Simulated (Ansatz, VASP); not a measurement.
## Two plane-wave programs on HfOs

INCAR

```
PREC = Accurate
ENCUT = 520
EDIFF = 1E-6
ISMEAR = 0
SIGMA = 0.15
LREAL = F
LASPH = T
NELM = 80
ALGO = Fast
ISIF = 2
LWAVE = F
LCHARG = T
GGA = CA
LELF = T
LVHAR = T
NBANDS = 16
```

The input KPOINTS:

```
Automatic mesh
0
Gamma
  14 14 14
```

POSCAR

```
HfOs
1.0
    3.2390000000      0.0000000000      0.0000000000
    0.0000000000      3.2390000000      0.0000000000
    0.0000000000      0.0000000000      3.2390000000
Hf Os
1 1
Direct
    0.0000000000      0.0000000000      0.0000000000
    0.5000000000      0.5000000000      0.5000000000
```

Input for Ansatz:

```yaml
crystal:
  lattice:
    - [3.239, 0.0, 0.0]
    - [0.0, 3.239, 0.0]
    - [0.0, 0.0, 3.239]
  atoms:
    - { symbol: Hf, position: [0.0, 0.0, 0.0] }
    - { symbol: Os, position: [0.5, 0.5, 0.5] }
basis:
  ecutwfc: 420
kpoints:
  mp_grid: { grid: [14, 14, 14] }
hamiltonian:
  xc: lda
scf:
  occupations: { method: gaussian, width: 0.15 }
output:
  forces: true
  stress: true
  eigenvalues: true
```

Alike in both runs: task single point; functional LDA; k mesh 14 × 14 × 14; occupations gaussian, width 0.15 eV; no spin polarisation.

```csv
,VASP,Ansatz
version,VASP 6.6.1,Ansatz 0.2.0
potentials or method,"VASP PAW LDA potentials, release 64 (Hf_pv, Os)","scalar-relativistic, plane waves, PAW"
plane-wave cutoff (eV),520,420
valence electrons in the cell,18,42
```

```csv
,VASP,Ansatz,Ansatz less VASP
gap on the k mesh at the Fermi level (eV),none,none,-
pressure (GPa),-8.9,-8.5,+0.38
```

A gap of «none» marks a metal or a gap that the smearing closes. The two sets of potentials don't hold the same shells in valence.

Spin-orbit coupling is left out, which matters for the levels of Hf, Os.
